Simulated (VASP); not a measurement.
A run of VASP 6.6.1:

INCAR

```
SYSTEM = Be3Se2O
ALGO = Normal ; EDIFF = 1E-6
EDIFFG = -0.01 ; ENCUT = 520
GGA = PE ; IBRION = 2
ISIF = 3 ; ISMEAR = 0
KPAR = 4 ; LASPH = .TRUE.
LCHARG = .FALSE. ; LREAL = .FALSE.
LWAVE = .FALSE. ; NELM = 120
NSW = 90 ; PREC = Accurate
SIGMA = 0.03
```

The input KPOINTS:

```
k-points
0
G
  10 10 10
  0 0 0
```

Contents of POSCAR:

```
Be3Se2O
1.0
   -1.7000000000      1.7000000000      6.9430000000
    1.7000000000     -1.7000000000      6.9430000000
    1.7000000000      1.7000000000     -6.9430000000
Be Se O
3 2 1
Direct
    0.9470689900      0.4470689900      0.5000000000
    0.5529310100      0.0529310100      0.5000000000
    0.2500000000      0.7500000000      0.5000000000
    0.6528878000      0.6528878000      0.0000000000
    0.3471122000      0.3471122000      0.0000000000
    0.0000000000      0.0000000000      0.0000000000
```

Potentials or basis: VASP PAW PBE potentials, release 64 (Be, Se, O).

Run with:

```sh
$ cat potpaw_PBE.64/Be/POTCAR potpaw_PBE.64/Se/POTCAR potpaw_PBE.64/O/POTCAR > POTCAR
$ mpirun -np 4 vasp_std > vasp.out
```

Hardware: 4 MPI ranks on AMD EPYC 9R45 96-Core Processor (Zen 5), on a shared host.

Problem. How long does it take, and how much memory?

Solution. Run time: 3.1 min on 4 MPI ranks on AMD EPYC 9R45 96-Core Processor (Zen 5), with other jobs on the host, peak memory 0.54 GiB a rank. Counts: scf iterations 29, k points 102, ion steps 4.
